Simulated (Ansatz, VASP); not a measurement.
**Te (Tellurium): VASP beside Ansatz**

Wanted: the spread between two codes on one cell, functional and k mesh. The cell is taken from a series of runs on this material, whose earlier steps may have relaxed, scaled, displaced or heated it; both programs get it as it stands.

Calculated with Ansatz 0.2.0; plane waves, with VASP 6.6.1 beside it; zone-centre phonons at PBEsol.

## Step 1: Set-up

Symmetry: P3_121, No. 152, trigonal system. Conventional cell: a = 4.144 Å, b = 4.144 Å, c = 6.139 Å, α = 90.00°, β = 90.00°, γ = 120.00°. Te has 6 Te at 2.92 to 3.27 Å nearest.

## Step 2: Ansatz: zone-centre phonons, PBEsol

Ansatz runs on its PAW soft_1 files.

Second derivatives magnify differences that forces hide, and they need a tight electronic threshold.

Contents of input.yaml:

```yaml
crystal:
  lattice:
    - [4.1436848351, 0.0, 0.0]
    - [-2.0718424176, 3.5885363325, 0.0]
    - [0.0, 0.0, 6.1386626162]
  atoms:
    - { symbol: Te, position: [0.2911844348, 0.0, 0.3333333333] }
    - { symbol: Te, position: [0.0, 0.2911844348, 0.6666666667] }
    - { symbol: Te, position: [0.7088155652, 0.7088155652, 0.0] }
kpoints:
  mp_grid: { grid: [12, 12, 8] }
hamiltonian:
  xc: pbesol
  pseudopotentials: { kind: paw, azcp: { folder: soft_1 }, xc_functional: pbe }
scf:
  occupations: { method: methfessel_paxton, width: 0.2 }
output:
  eigenvalues: true
phonons:
  method: dfpt
```

Run with:

```console
> ansatz run input.yaml --threads 4 --pin off --max-ram 10240MiB --backend cpu --events-out ev --progress --plain --runs-dir out
```

Numbers of over 12 decimals in the logs are rounded to 6 here.

Log:

```text
zone centre: on kpoints.mp_grid the ground state, and the responses unless they are solved on pairs of k-points, stand on 320 of the mesh's 1152 k-points, reduced under 2 symmetry operations, with k and −k counted as one. Each operation leaves every solved displacement unchanged or reverses it
Engine: ansatz 0.2.0, x86_64-unknown-linux-gnu
Pseudopotentials: kind: paw
Pseudopotential: Te, paw, valence charge 16, recommended cutoff 420 eV (normal), soft_1/Te.paw.azcp
Functional definition: PBEsol
  exchange = pbesol_x
  correlation = pbesol_c
Crystal: 3 atoms, lattice volume = 91.280 Å³
Basis set: ecut = 420 eV, 1761 PW (Γ), exchange–correlation on 60×60×90 points (8 copies of the dense FFT grid, shifted against one another)
Bands: 29, of which v1, the nominal top of the filled ones, is band 24 counted from 1 (23 counted from 0)
Symmetry: 6 space group operations
k-points: 320 of 1152 (irreducible under 2 space group operations, time reversal used)
Non-local potential: Te, projectors of the file, l = 0: 2, l = 1: 2, l = 2: 2, l = 3: 1
PAW form: soft (Blöchl's): semilocal exchange-correlation on the pseudo side does not see the compensation charge
PAW frozen core: Te, regenerated for the run's functional, and the local potential with it (the file was generated under x = pbe(κ = 0.804, μ = 0.219515), c = pbe(β = 0.066725))
PAW one-centre angular grid: Te, 590 points (default); XC on 64 Gauss nodes
Initial density: superposition of atomic densities (chi_scale 0.1, normalization cell)
Initial wavefunctions: pseudopotential atomic-orbital guess
Functional: x = pbesol(κ = 0.804, μ = 0.123457), c = pbesol(β = 0.046)
SCF iter   1: F=—  HF=-20704.775441 eV  |F-HF|=—  |Δ(HF+E_count)|=         —  Δρ=1.35e-2  dr2=1.20e-1  ethr=3.10e-3  ⟨swp⟩=8.6  Hψ=46028  notcnv=0
preconditioner: auto → Kerker (q_TF=auto, 2.451 Å⁻¹)  [metal: Δε(μ)=0.102 eV  Ē_g=8.812 eV  σ=0.200 eV  W_gap=0.38  n_scr=22 (ndim 8)  ℏωp=16.5 eV  f_vac=0.000  D(μ)=0.21/eV (n_scr^D=0)]
SCF iter   2: F=—  HF=-20704.761847 eV  |F-HF|=—  |Δ(HF+E_count)|=   1.36e-2  S|Δr|=    0.00e0  Δρ=8.42e-3  dr2=4.71e-2  ethr=2.50e-4  ⟨swp⟩=1.0  Hψ=11847  notcnv=0  defer=2
SCF iter   3: F=—  HF=-20704.754026 eV  |F-HF|=—  |Δ(HF+E_count)|=   7.82e-3  S|Δr|=    0.00e0  Δρ=7.57e-4  dr2=4.56e-4  ethr=9.81e-5  ⟨swp⟩=2.0  Hψ=13954  notcnv=0  defer=2
SCF iter   4: F=—  HF=-20704.754195 eV  |F-HF|=—  |Δ(HF+E_count)|=   1.68e-4  S|Δr|=    0.00e0  Δρ=2.79e-4  dr2=7.70e-5  ethr=9.50e-7  ⟨swp⟩=2.0  Hψ=16871  notcnv=0  defer=2
SCF iter   5: F=—  HF=-20704.754195 eV  |F-HF|=—  |Δ(HF+E_count)|=   4.47e-7  S|Δr|=    0.00e0  Δρ=1.24e-4  dr2=2.03e-5  ethr=1.60e-7  ⟨swp⟩=2.0  Hψ=16836  notcnv=0  defer=3
SCF iter   6: F=—  HF=-20704.754202 eV  |F-HF|=—  |Δ(HF+E_count)|=   7.14e-6  S|Δr|=    0.00e0  Δρ=3.82e-5  dr2=2.19e-6  ethr=4.23e-8  ⟨swp⟩=2.0  Hψ=11131  notcnv=0  defer=3
SCF iter   7: F=—  HF=-20704.754203 eV  |F-HF|=—  |Δ(HF+E_count)|=   4.57e-7  S|Δr|=    0.00e0  Δρ=1.07e-5  dr2=1.33e-7  ethr=4.57e-9  ⟨swp⟩=2.0  Hψ=12038  notcnv=0  defer=3
SCF iter   8: F=—  HF=-20704.754203 eV  |F-HF|=—  |Δ(HF+E_count)|=   3.80e-9  S|Δr|=    0.00e0  Δρ=2.76e-6  dr2=4.88e-9  ethr=2.77e-10  ⟨swp⟩=3.0  Hψ=17058  notcnv=0  defer=3
SCF iter   9: F=—  HF=-20704.754203 eV  |F-HF|=—  |Δ(HF+E_count)|=  6.18e-11  S|Δr|=    0.00e0  Δρ=8.24e-7  dr2=7.55e-10  ethr=1.02e-11  ⟨swp⟩=2.3  Hψ=16055  notcnv=0  defer=3
SCF iter  10: F=—  HF=-20704.754203 eV  |F-HF|=—  |Δ(HF+E_count)|=  8.37e-11  S|Δr|=    0.00e0  Δρ=2.54e-7  dr2=6.46e-11  ethr=1.57e-12  ⟨swp⟩=3.0  Hψ=17361  notcnv=0  defer=3
SCF iter  11: F=-20704.754203 eV  HF=-20704.754203 eV  |F-HF|=0.00e0  |Δ(HF+E_count)|=  3.64e-12  S|Δr|=    0.00e0  Δρ=4.81e-8  dr2=2.44e-12  ethr=1.00e-12  ⟨swp⟩=9.7  Hψ=49669  notcnv=0
SCF 1 converged in 11 iterations: F = -20704.754203 eV  dr2 = 2.44e-12
  greatest PAW one-centre occupation: 0.998 electrons in one spin orbital (limit 2), on the Te atom at site 2 (counted from 0), in its partial waves of l = 2
DFPT response loops at Γ: preconditioner auto → Kerker (q_TF=auto, 2.451 Å⁻¹) (partly filled bands, converged f_vac=0.002); β = 1.00, the filter's whole step (`scf.mixing.beta` (0.50) is not read by the response loops under this deck's `scf.mixing.preconditioner`; to damp them name `kerker` or `kerker_dos`, under which they read `scf.mixing.beta`, and type it under 1.00, their step now; both keys bind the ground state too); Broyden in place of MSR1
SCF converged after 11 iterations
Stability not checked: this state was not tested for a lower state beside it, because cold or Methfessel-Paxton smearing, or corrected tetrahedra, fill the levels in a way that the test cannot read (fill_not_monotonic; see scf.lower_state_search)
Free energy (F): -20704.754203 eV
Harris-Foulkes:  -20704.754203 eV  (|F-HF|=0.00e0)
Internal energy: -20704.759915 eV  (E = F + TS)
E sigma→0 (E₀):  -20704.755631 eV
Entropy (-TS):   0.005713 eV (1.904 meV/atom)
Fermi energy:    10.149356 eV
--- Per-component energies (eV) ---
  E_band       = -731.104510
  E_kinetic    = 518.127383
  E_local      = -4555.971949  (includes V_loc(G=0)·N_el)
  E_nonlocal   = 200.751931
  E_hartree    = 2295.140407
  E_xc         = -366.831475
  E_vxc        = -308.349693  (∫ρ·V_xc dr)
  E_paw        = -13773.412621  (= ΣΔE_a)
  E_vpaw       = -1175.943237  (= ΣTr[D̂ρ^β])
  E_aug_tail   = 0.000251  (compensation charges beyond the density's cutoff)
  E_ewald      = -5023.688277
  E_core_change = 1.124434  (= ΣΔE_core)
  E_smearing   = 0.005713  (= −TS)
  E_closure    = 0.000000  (closes the sum)
  Σ components = -20704.754203   (vs F -20704.754203, Δ=0.00e0)
--- Band table (eV; the first three rows and the last of 320) ---
  k-point 0: bands = [... 20 lower, 7.9714, 8.6934, 8.6934, 9.2782, 11.4209, 11.4209, 12.4054, 14.9816, ... 1 higher]
  k-point 1: bands = [... 20 lower, 8.1550, 8.7895, 8.9611, 9.3182, 11.3001, 11.3095, 12.2418, 14.4754, ... 1 higher]
  k-point 2: bands = [... 20 lower, 8.0945, 9.0034, 9.4166, 9.4363, 11.0249, 11.0455, 11.8414, 14.0827, ... 1 higher]
  k-point 319: bands = [... 20 lower, 5.4575, 8.5995, 8.8758, 10.1547, 10.8049, 11.6141, 11.7802, 15.3540, ... 1 higher]
--- Phonons (Γ-DFPT): 3 representative perturbations + reference, on 320 of 1152 k-points (Σ response iterations 9) ---
  k mesh reduced under 2 symmetry operations, with k and −k counted as one. Each operation leaves every solved displacement unchanged or reverses it
  ASR residual: 4.098e-5 → 0.000e0 eV/Å²; symmetrization residual: 2.022e-6 eV/Å²
  ASR residual per site (eV/Å²): 4.10e-5 3.75e-5 3.75e-5
  Γ frequencies (cm⁻¹): 0.00 0.00 0.00 74.93 74.93 84.21 90.06 120.10 120.10
  non-analytic LO–TO correction: not included (Born effective charges unavailable; polar crystals: no LO–TO splitting at Γ)
```

(Continued in part 2 of 2.)

[Lines on the potential files, build, host, timing and source positions are cut from VASP's logs without a mark.]

[Logs are printed without paths, hosts, clocks, repeated set-up lines and the standing remarks that a program may print on its own settings, such as how far it seeks lower states.]

[Hosts, paths, dates, database ids (printed as entryN), source tags and the programs' standing remarks are cut or masked in the printed files.]
